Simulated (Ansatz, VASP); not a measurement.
# Cross-check of GaSb between VASP and Ansatz, part 2 of 2

One calculation is typed for both programs; each brings its own data sets. How far apart do they land? The cell is taken from a series of runs on this material, whose earlier steps may have relaxed, scaled, displaced or heated it; both programs get it as it stands.

VASP 6.6.1 and Ansatz 0.2.0.

So far: Set-up; VASP: zone-centre phonons, LDA.

**3. Ansatz: zone-centre phonons, LDA**

Level of this step: Ansatz beside VASP: Kohn-Sham DFT, plane waves, LDA (Ansatz).

Ansatz runs on its PAW soft_1 files.

The same cell, functional (in two slightly different forms), mesh and smearing now go to Ansatz, which takes its cutoff from its data sets.

input.yaml reads:

```yaml
crystal:
  lattice:
    - [0.030093418, 3.0242158933, 3.0242158933]
    - [3.0242158933, 0.030093418, 3.0242158933]
    - [3.0242158933, 3.0242158933, 0.030093418]
  atoms:
    - { symbol: Ga, position: [-0.0007540222, -0.0007540222, -0.0007540222] }
    - { symbol: Sb, position: [0.7507540222, 0.7507540222, 0.7507540222] }
kpoints:
  mp_grid: { grid: [12, 12, 12] }
hamiltonian:
  xc: lda
  pseudopotentials: { kind: paw, azcp: { folder: soft_1 }, xc_functional: pbe }
scf:
  occupations: { method: methfessel_paxton, width: 0.2 }
output:
  eigenvalues: true
phonons:
  method: dfpt
```

Launch:

```sh
> ansatz run input.yaml --threads 4 --pin off --max-ram 10240MiB --backend cpu --events-out ev --progress --plain --runs-dir out
```

Numbers of over 12 decimals in the logs are rounded to 6 here.

The log of the run:

```text
Engine: ansatz 0.2.0, x86_64-unknown-linux-gnu
Pseudopotentials: kind: paw
Pseudopotential: Ga, paw, valence charge 13, recommended cutoff 420 eV (normal), soft_1/Ga.paw.azcp
Pseudopotential: Sb, paw, valence charge 15, recommended cutoff 420 eV (normal), soft_1/Sb.paw.azcp
Functional definition: SPW92
  exchange = slater_x
  correlation = pw_c
Crystal: 2 atoms, lattice volume = 54.493 Å³
Basis set: ecut = 420 eV, 1067 PW (Γ), exchange–correlation on 60×60×60 points (8 copies of the dense FFT grid, shifted against one another)
Bands: 18, of which v1, the nominal top of the filled ones, is band 14 counted from 1 (13 counted from 0)
Symmetry: 6 space group operations
k-points: 476 of 1728 (irreducible under 2 space group operations, time reversal used)
Non-local potential: Ga, projectors of the file, l = 0: 2, l = 1: 2, l = 2: 3, l = 3: 1
Non-local potential: Sb, projectors of the file, l = 0: 2, l = 1: 2, l = 2: 2, l = 3: 1
PAW form: soft (Blöchl's): semilocal exchange-correlation on the pseudo side does not see the compensation charge
PAW frozen core: Ga, regenerated for the run's functional, and the local potential with it (the file was generated under x = pbe(κ = 0.804, μ = 0.219515), c = pbe(β = 0.066725))
PAW frozen core: Sb, regenerated for the run's functional, and the local potential with it (the file was generated under x = pbe(κ = 0.804, μ = 0.219515), c = pbe(β = 0.066725))
PAW one-centre angular grid: Ga, 590 points (default); XC on 64 Gauss nodes
PAW one-centre angular grid: Sb, 590 points (default); XC on 64 Gauss nodes
Initial density: superposition of atomic densities (chi_scale 0.1, normalization cell, long waves kept (reshape's long-wave potential 0.00 eV rms))
Initial wavefunctions: pseudopotential atomic-orbital guess
Functional: x = slater, c = lda
SCF iter   1: F=—  HF=-10043.248608 eV  |F-HF|=—  |Δ(HF+E_count)|=         —  Δρ=3.19e-2  dr2=4.63e-1  ethr=3.10e-3  ⟨swp⟩=5.5  Hψ=43805  notcnv=0
preconditioner: auto → Kerker (q_TF=auto, 2.442 Å⁻¹)  [metal: Δε(μ)=0.079 eV  Ē_g=15.028 eV  σ=0.200 eV  W_gap=0.33  n_scr=14 (ndim 8)  ℏωp=21.3 eV  f_vac=0.003  D(μ)=0.03/eV (n_scr^D=0)]
SCF iter   2: F=—  HF=-10043.181537 eV  |F-HF|=—  |Δ(HF+E_count)|=   6.71e-2  S|Δr|=    0.00e0  Δρ=2.03e-2  dr2=2.18e-1  ethr=1.65e-3  ⟨swp⟩=1.0  Hψ=12397  notcnv=0
SCF iter   3: F=—  HF=-10043.119816 eV  |F-HF|=—  |Δ(HF+E_count)|=   6.17e-2  S|Δr|=    0.00e0  Δρ=3.68e-3  dr2=1.58e-2  ethr=7.80e-4  ⟨swp⟩=2.4  Hψ=10694  notcnv=0
SCF iter   4: F=—  HF=-10043.118146 eV  |F-HF|=—  |Δ(HF+E_count)|=   1.67e-3  S|Δr|=    0.00e0  Δρ=1.81e-3  dr2=3.85e-3  ethr=5.64e-5  ⟨swp⟩=2.0  Hψ=11513  notcnv=0
SCF iter   5: F=—  HF=-10043.118310 eV  |F-HF|=—  |Δ(HF+E_count)|=   1.65e-4  S|Δr|=    0.00e0  Δρ=1.75e-3  dr2=1.22e-3  ethr=1.37e-5  ⟨swp⟩=2.0  Hψ=12853  notcnv=0
SCF iter   6: F=—  HF=-10043.117316 eV  |F-HF|=—  |Δ(HF+E_count)|=   9.94e-4  S|Δr|=    0.00e0  Δρ=2.97e-4  dr2=2.85e-5  ethr=4.37e-6  ⟨swp⟩=2.0  Hψ=12834  notcnv=0
SCF iter   7: F=—  HF=-10043.117380 eV  |F-HF|=—  |Δ(HF+E_count)|=   6.38e-5  S|Δr|=    0.00e0  Δρ=1.02e-4  dr2=3.97e-6  ethr=1.02e-7  ⟨swp⟩=2.0  Hψ=12856  notcnv=0
SCF iter   8: F=—  HF=-10043.117382 eV  |F-HF|=—  |Δ(HF+E_count)|=   1.92e-6  S|Δr|=    0.00e0  Δρ=1.86e-5  dr2=1.12e-7  ethr=1.42e-8  ⟨swp⟩=3.0  Hψ=14477  notcnv=0
SCF iter   9: F=—  HF=-10043.117382 eV  |F-HF|=—  |Δ(HF+E_count)|=   2.82e-7  S|Δr|=    0.00e0  Δρ=5.43e-6  dr2=2.11e-8  ethr=4.01e-10  ⟨swp⟩=2.0  Hψ=12801  notcnv=0
SCF iter  10: F=—  HF=-10043.117382 eV  |F-HF|=—  |Δ(HF+E_count)|=   1.33e-8  S|Δr|=    0.00e0  Δρ=1.44e-6  dr2=2.43e-9  ethr=7.52e-11  ⟨swp⟩=2.8  Hψ=14086  notcnv=0
SCF iter  11: F=—  HF=-10043.117382 eV  |F-HF|=—  |Δ(HF+E_count)|=  4.04e-10  S|Δr|=    0.00e0  Δρ=5.14e-7  dr2=2.58e-10  ethr=8.66e-12  ⟨swp⟩=2.6  Hψ=12349  notcnv=0
SCF iter  12: F=—  HF=-10043.117382 eV  |F-HF|=—  |Δ(HF+E_count)|=  5.09e-11  S|Δr|=    0.00e0  Δρ=1.58e-7  dr2=2.00e-11  ethr=1.00e-12  ⟨swp⟩=2.7  Hψ=15875  notcnv=0
SCF iter  13: F=-10043.117382 eV  HF=-10043.117382 eV  |F-HF|=1.82e-12  |Δ(HF+E_count)|=  1.82e-12  S|Δr|=    0.00e0  Δρ=5.01e-8  dr2=1.14e-12  ethr=1.00e-12  ⟨swp⟩=6.0  Hψ=38656  notcnv=0
SCF 1 converged in 13 iterations: F = -10043.117382 eV  dr2 = 1.14e-12
  greatest PAW one-centre occupation: 0.996 electrons in one spin orbital (limit 2), on the Sb atom at site 1 (counted from 0), in its partial waves of l = 2
DFPT response loops at Γ: preconditioner auto → Kerker (q_TF=auto, 2.442 Å⁻¹) (partly filled bands, converged f_vac=0.066); β = 1.00, the filter's whole step (`scf.mixing.beta` (0.50) is not read by the response loops under this deck's `scf.mixing.preconditioner`; to damp them name `kerker` or `kerker_dos`, under which they read `scf.mixing.beta`, and type it under 1.00, their step now; both keys bind the ground state too); Broyden in place of MSR1
SCF converged after 13 iterations
Stability not checked: this state was not tested for a lower state beside it, because cold or Methfessel-Paxton smearing, or corrected tetrahedra, fill the levels in a way that the test cannot read (fill_not_monotonic; see scf.lower_state_search)
Free energy (F): -10043.117382 eV
Harris-Foulkes:  -10043.117382 eV  (|F-HF|=1.82e-12)
Internal energy: -10043.117834 eV  (E = F + TS)
E sigma→0 (E₀):  -10043.117495 eV
Entropy (-TS):   0.000452 eV (0.226 meV/atom)
Fermi energy:    8.250817 eV
Step filling:    the computed levels leave a gap of 0.1349 eV = 0.7 smearing widths at the electron count; against every level under it full and every level over it empty, smearing changes F+E_penalty+E_count by +0.164 meV and its σ→0 estimate by +0.051 meV
--- Per-component energies (eV) ---
  E_band       = -251.911125
  E_kinetic    = 278.242133
  E_local      = -3322.008516  (includes V_loc(G=0)·N_el)
  E_nonlocal   = 303.185063
  E_hartree    = 1703.992212
  E_xc         = -161.759336
  E_vxc        = -147.926198  (∫ρ·V_xc dr)
  E_paw        = -6311.730410  (= ΣΔE_a)
  E_vpaw       = -771.387949  (= ΣTr[D̂ρ^β])
  E_aug_tail   = -0.000091  (compensation charges beyond the density's cutoff)
  E_ewald      = -2535.326180
  E_core_change = 2.287292  (= ΣΔE_core)
  E_smearing   = 0.000452  (= −TS)
  E_closure    = 0.000000  (closes the sum)
  Σ components = -10043.117382   (vs F -10043.117382, Δ=0.00e0)
--- Band table (eV; the first three rows and the last of 476) ---
  k-point 0: bands = [... 10 lower, -3.7279, 8.0646, 8.2033, 8.2033, 8.3382, 10.8473, 10.9662, 10.9662]
  k-point 1: bands = [... 10 lower, -3.6515, 6.8794, 7.9535, 8.0648, 9.1286, 11.0400, 11.1485, 11.2398]
  k-point 2: bands = [... 10 lower, -3.4265, 5.4125, 7.6556, 7.7562, 9.1767, 11.4331, 11.5379, 12.2113]
  k-point 475: bands = [... 10 lower, -2.0440, 1.4861, 7.0021, 7.0021, 8.6927, 11.9755, 11.9755, 14.5480]
--- Phonons (Γ-DFPT): 2 representative perturbations + reference, on 476 of 1728 k-points (Σ response iterations 6) ---
  k mesh reduced under 2 symmetry operations, with k and −k counted as one. Each operation leaves every solved perturbation unchanged. A smaller set is not used because it would not reduce the number of displacements times k-points to solve
  ASR residual: 4.081e-5 → 0.000e0 eV/Å²; symmetrization residual: 2.683e-6 eV/Å²
  ASR residual per site (eV/Å²): 4.08e-5 1.90e-5
  Γ frequencies (cm⁻¹): 0.00 0.00 0.00 228.60 229.76 229.76
  non-analytic LO–TO correction: not included (Born effective charges unavailable; polar crystals: no LO–TO splitting at Γ)
```

**4. Differences**

Known differences besides the potentials themselves: the two LDA forms differ slightly; the data sets hold 28 valence electrons in Ansatz (on its PAW soft_1 files) and 18 in VASP; the cutoff is 420 eV in Ansatz and 500 eV in VASP; VASP's log shows a relativistic correction to its local exchange, Ansatz's none. Total energies have different zeros and are not compared.

Both answers:

```
                  quantity  Ansatz   VASP  difference
     optical mode 1 (cm⁻¹)   228.6  230.7     -0.90 %
optical mode 2 to 3 (cm⁻¹)   229.8  232.0     -0.98 %
```

Modes are paired by rising frequency, not by their patterns, so a pair may set unlike modes beside each other; they are those without the splitting of longitudinal modes.

**5. Results**

```
r.m.s. difference of the optical zone-centre modes, each program's sorted by frequency (zone-centre phonons, LDA) : 2.2 cm⁻¹
difference in optical mode 2 to 3 (zone-centre phonons, LDA)                                                      : -1.0 %
```

The r.m.s. difference of the optical zone-centre modes, each program's sorted by frequency is 2.2 cm⁻¹ (zone-centre phonons, LDA). The data sets hold unlike numbers of valence electrons (28 in Ansatz and 18 in VASP), so part of the differences comes from the potentials. Among the rows given in per cent, the largest difference of the zone-centre phonons, LDA pair is in optical mode 2 to 3, -1.0 %. Such differences can come from data sets, numerical settings and the points named under the comparisons, not from the functional's error against experiment.

[Lines on the potential files, build, host, timing and source positions are cut from VASP's logs without a mark.]

[Logs are printed without paths, hosts, clocks, repeated set-up lines and the standing remarks that a program may print on its own settings, such as how far it seeks lower states.]

[Hosts, paths, dates, database ids (printed as entryN), source tags and the programs' standing remarks are cut or masked in the printed files.]
